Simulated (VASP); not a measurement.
Output of a VASP run:

**OSZICAR**
```
       N       E                     dE             d eps       ncg     rms          rms(c)
DAV:   1     0.999136584190E+01    0.99914E+01   -0.41631E+03   896   0.898E+02
DAV:   2    -0.134177975840E+02   -0.23409E+02   -0.23188E+02  1368   0.113E+02
DAV:   3    -0.136759164150E+02   -0.25812E+00   -0.25812E+00  1080   0.156E+01
DAV:   4    -0.136764562084E+02   -0.53979E-03   -0.53979E-03  1456   0.700E-01
DAV:   5    -0.136764564463E+02   -0.23789E-06   -0.23789E-06  1088   0.123E-02    0.744E+00
DAV:   6    -0.130274125916E+02    0.64904E+00   -0.17141E+00  1008   0.726E+00    0.405E+00
DAV:   7    -0.129296946046E+02    0.97718E-01   -0.28285E-01  1368   0.324E+00    0.133E+00
DAV:   8    -0.129213694141E+02    0.83252E-02   -0.28936E-02   968   0.118E+00    0.225E-01
DAV:   9    -0.129216754415E+02   -0.30603E-03   -0.48920E-04  1320   0.207E-01    0.130E-01
DAV:  10    -0.129218678001E+02   -0.19236E-03   -0.28192E-04  1008   0.133E-01    0.266E-02
DAV:  11    -0.129218781591E+02   -0.10359E-04   -0.12940E-05  1248   0.316E-02    0.329E-02
DAV:  12    -0.129218789112E+02   -0.75214E-06   -0.31534E-06  1008   0.117E-02    0.704E-03
DAV:  13    -0.129218788551E+02    0.56116E-07   -0.72122E-08   784   0.230E-03
   1 F= -.13582974E+02 E0= -.13582974E+02  d E =0.000000E+00
```

### OUTCAR
```
------------------------ aborting loop because EDIFF is reached ----------------------------------------
 Edisp (eV)   -0.66110
  FORCE on cell =-STRESS in cart. coord.  units (eV):
  Direction    XX          YY          ZZ          XY          YZ          ZX
  --------------------------------------------------------------------------------------
  Total      -0.00040    -0.00040    -0.00040    -0.00000    -0.00000     0.00000
  in kB      -0.02772    -0.02772    -0.02772    -0.00000    -0.00000     0.00000
  external pressure =       -0.03 kB  Pullay stress =        0.00 kB
  volume of cell :       22.86
      direct lattice vectors                 reciprocal lattice vectors
     0.000000000  2.252641855  2.252641855    -0.221961604  0.221961604  0.221961604
     2.252641855  0.000000000  2.252641855     0.221961604 -0.221961604  0.221961604
     2.252641855  2.252641855  0.000000000     0.221961604  0.221961604 -0.221961604
  FREE ENERGIE OF THE ION-ELECTRON SYSTEM (eV)
  ---------------------------------------------------
  free  energy   TOTEN  =       -13.5829739436 eV

  energy  without entropy=      -13.5829739436  energy(sigma->0) =      -13.58297394

 total charge

# of ion       s       p       d       tot
------------------------------------------
    1        0.673   1.301   0.000   1.974
    2        0.993   1.591   0.000   2.583
--------------------------------------------------
tot          1.665   2.892   0.000   4.557
```
(Selected blocks of OUTCAR.)

File POSCAR:
```
BP
1
    0.0000000000     2.2526418555     2.2526418555
    2.2526418555     0.0000000000     2.2526418555
    2.2526418555     2.2526418555     0.0000000000
B P
1 1
Direct
  0.0000000000   0.0000000000   0.0000000000
  0.2500000000   0.2500000000   0.2500000000
```

Task: Reconstruct the remaining input files.

Result: One answer among several that fit: the input of the run itself, PBE GGA with D3 dispersion (Becke-Johnson damping), plane waves, VASP's PBE PAW potentials (set 64).

INCAR:
```
LWAVE=F
ENCUT=520   ! plane-wave cut-off (eV)
LCHARG=T
NEDOS=601   ! DOS grid
EDIFF=1E-7   ! SCF stop (eV)
NELM=100
SYSTEM=BP
ISMEAR=-5
ALGO=Normal   ! blocked Davidson
LORBIT=11
GGA=PE
LASPH=T
IVDW=12   ! D3, Becke-Johnson
LREAL=F
PREC=Accurate
ISIF=2   ! forces and stress, cell fixed
```

File KPOINTS:
```
Automatic mesh
0
Gamma
11 11 11
0 0 0
```

POTCAR, in this order: B P (PBE.64 set). Program: vasp_std.

The compound is BP in the zinc blende structure. It was relaxed first.
